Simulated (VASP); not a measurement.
Given:

```
CELL_PARAMETERS angstrom
     -1.59356     1.59356     1.59356
      1.59356    -1.59356     1.59356
      1.59356     1.59356    -1.59356
ATOMIC_POSITIONS crystal
  W  0.00000 0.00000 0.00000
```

Calculation: PBE GGA, VASP's PBE PAW potentials (set 64) (plane waves; VASP 6.6.1). Run with 480 eV cut-off, 14×14×14 Γ-centred mesh, first-order Methfessel-Paxton smearing of 0.10 eV, potentials W_sv.

Energy and stress use the plane-wave basis of the starting cell.

Question: The ions, cell shape and volume at an external pressure of 20.0 GPa are relaxed. Give the cell that the relaxation ends in.

Answer: 
```
CELL_PARAMETERS angstrom
     -1.56265     1.56265     1.56265
      1.56265    -1.56265     1.56265
      1.56265     1.56265    -1.56265
ATOMIC_POSITIONS crystal
  W  0.00000 0.00000 0.00000
```
Space group Im-3m (229), at a tolerance of 0.03 Å.

Question: How do energy and volume change from the first to the last step?

Answer: The energy (σ→0) changes by +55.7 meV/atom and the volume by -5.7 %, in 5 ionic steps.

| step | E(σ→0) (eV) | max force (eV/Å) | pressure (GPa) | volume (Å³) |
|---|---|---|---|---|
| 1 | -12.9471 | 0.000 | 0.04 | 16.19 |
| 2 | -11.1457 | 0.000 | 175.89 | 11.91 |
| 3 | -12.9034 | 0.000 | 17.54 | 15.37 |
| 4 | -12.8947 | 0.000 | 19.34 | 15.29 |
| 5 | -12.8914 | 0.000 | 19.99 | 15.26 |

The compound is W in the bcc structure. This run relaxes it under an external pressure of 20 GPa. Symmetry was kept, so distortions that lower it aren't found.
